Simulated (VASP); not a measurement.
Energy against volume of HfN (rock salt). These are SCAN meta-GGA, VASP's PBE PAW potentials (set 64) (plane waves; VASP 6.6.1) values and carry that method's errors.

| V (Å³/atom) | E (eV/atom) |
|---|---|
| 10.662 | -37.92263 |
| 11.002 | -37.95499 |
| 11.343 | -37.96517 |
| 11.683 | -37.95651 |
| 12.023 | -37.93179 |

Question: Fit a third-order Birch-Murnaghan equation of state.

Answer: 
```yaml
volume_per_atom: 11.35 Å³/atom
bulk_modulus: 295 GPa
pressure_derivative_of_the_bulk_modulus: 4.39
lattice_constant_a: 4.494 Å
```

Measured: a 4.524 Å (computed value off by -0.7 %), as given by Seo, Lee, Wen, Petrov, Greene, Gall, J. Appl. Phys. 96, 878 (2004). The calculation is for a static lattice, while the measured a holds thermal and zero-point effects, which are part of the difference.

The compound is HfN in the rock salt structure. It was relaxed first.
